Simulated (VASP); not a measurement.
An input for Ansatz (written as the equivalent of a VASP run, and not itself run):

Ansatz 0.2 input:
```yaml
crystal:
  lattice:
    - [2.3950000, -3.6350000, 0.0000000]
    - [2.3950000, 3.6350000, 0.0000000]
    - [0.0000000, 0.0000000, 9.7900000]
  atoms:
    - { symbol: I, position: [0.8436830, 0.8376230, 0.8778080] }
    - { symbol: I, position: [0.6573310, 0.6573220, 0.3848960] }
    - { symbol: I, position: [0.3499600, 0.3496520, 0.6089040] }
    - { symbol: I, position: [0.1490270, 0.1554020, 0.1283920] }
kpoints:
  mp_grid: { grid: [6, 6, 3] }
hamiltonian:
  xc: pbe
  pseudopotentials: { kind: paw }
scf:
  occupations: { method: fermi_dirac, width: 0.02 }
  max_iter: 100
relax:
  max_steps: 50
  f_tol: 0.01
  cell: { p_target: -2 }
output: { forces: true, stress: true, eigenvalues: true }
```

Task: Translate this input to VASP (INCAR, KPOINTS, POSCAR, choice of POTCAR).

Result: This is not unique; one that fits is 
File KPOINTS:
```
Automatic mesh
0
Gamma
6 6 3
0 0 0
```

POSCAR:
```
I
1
    2.3950000000    -3.6350000000     0.0000000000
    2.3950000000     3.6350000000     0.0000000000
    0.0000000000     0.0000000000     9.7900000000
I
4
Direct
  0.8436830000   0.8376230000   0.8778080000
  0.6573310000   0.6573220000   0.3848960000
  0.3499600000   0.3496520000   0.6089040000
  0.1490270000   0.1554020000   0.1283920000
```

INCAR:
```
SYSTEM = I
PREC = Accurate; ENCUT = 300; LREAL = F
LASPH = T
EDIFF = 1E-6; NELM = 100; ALGO = Normal
LMAXMIX = 4
ISMEAR = -1; SIGMA = 0.02
GGA = PE
IBRION = 2; NSW = 50; ISIF = 3
EDIFFG = -0.01; PSTRESS = -20
LWAVE = F; LCHARG = F
```

POTCAR, in this order: I (PBE.64 set). Program: vasp_std.

The two are equivalent in intent, not identical: each code has its own PAW files, so the cut-off isn't converted (ENCUT is set for VASP's; basis.ecutwfc is left out, and Ansatz then takes the one that its files recommend); Ansatz stops its SCF on the density residual and VASP on the energy change (EDIFF).

The cell is a sheet with vacuum, built from a generated structure.
